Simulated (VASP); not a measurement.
Consider the following.

```yaml
crystal:
  lattice:
    - [0.00000, 2.54599, 2.54599]
    - [2.54599, 0.00000, 2.54599]
    - [2.54599, 2.54599, 0.00000]
  atoms:
    - { symbol: Zr, position: [0.00000, 0.00000, 0.00000] }
    - { symbol: O, position: [0.25000, 0.25000, 0.25000] }
    - { symbol: O, position: [0.75000, 0.75000, 0.75000] }
```

Calculation: r2SCAN meta-GGA with spin-orbit coupling, VASP's PBE PAW potentials (set 64) (plane waves; VASP). Run with 520 eV cut-off, 7×7×7 Γ-centred mesh, Gaussian smearing of 0.050 eV, potentials Zr_sv O.

Q: Give the energies of bands 17 to 30 at the high-symmetry points, in eV from the valence-band maximum.

A: 
| band | Γ | X | U | L | W |
|---|---|---|---|---|---|
| 17 | -5.31 | -3.17 | -3.13 | -2.59 | -2.45 |
| 18 | -5.31 | -3.17 | -3.13 | -2.59 | -2.45 |
| 19 | -0.60 | -1.54 | -2.23 | -2.50 | -2.39 |
| 20 | -0.60 | -1.54 | -2.23 | -2.50 | -2.39 |
| 21 | -0.53 | -1.50 | -1.22 | -1.72 | -1.38 |
| 22 | -0.53 | -1.50 | -1.22 | -1.72 | -1.38 |
| 23 | -0.53 | 0.00 | -0.34 | -1.63 | -0.21 |
| 24 | -0.53 | 0.00 | -0.34 | -1.63 | -0.21 |
| 25 | 3.87 | 4.27 | 4.49 | 4.45 | 4.90 |
| 26 | 3.87 | 4.27 | 4.49 | 4.45 | 4.90 |
| 27 | 3.87 | 5.24 | 5.24 | 4.51 | 5.08 |
| 28 | 3.87 | 5.24 | 5.24 | 4.51 | 5.08 |
| 29 | 7.17 | 6.37 | 6.70 | 6.61 | 6.79 |
| 30 | 7.17 | 6.37 | 6.70 | 6.61 | 6.79 |

The gap is indirect, 3.87 eV, from the valence maximum at X to the conduction minimum at Γ.

The structure comes from a computed database's ZrO2 entry (Fm-3m); how it stands against other phases isn't given here. It was relaxed first.
